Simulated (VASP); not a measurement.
Input:

```xyz
1
Lattice="0.0000 3.0400 3.0400 3.0400 0.0000 3.0400 3.0400 3.0400 0.0000" Properties=species:S:1:pos:R:3 pbc="T T T"
Sr     0.0000     0.0000     0.0000
```

All values below come from vdW-DF2, VASP's PBE PAW potentials (set 64) (plane waves; VASP). Run with 520 eV cut-off, 9×9×9 Γ-centred mesh, first-order Methfessel-Paxton smearing of 0.10 eV, potentials Sr_sv.

Energy and stress use the plane-wave basis of the starting cell.

Task: The ions, cell shape and volume are relaxed. Predict the relaxed structure.

Result: 
```xyz
1
Lattice="0.0000 3.0054 3.0054 3.0054 0.0000 3.0054 3.0054 3.0054 0.0000" Properties=species:S:1:pos:R:3 pbc="T T T"
Sr     0.0000     0.0000     0.0000
```
Space group Fm-3m (225), at a tolerance of 0.03 Å.

Task: How do energy and volume change from the first to the last step?

Result: The energy (σ→0) changes by -2.3 meV/atom and the volume by -3.4 %, in 3 ionic steps.

The compound is Sr in the fcc structure. This run relaxes it. Symmetry was kept, so distortions that lower it aren't found.
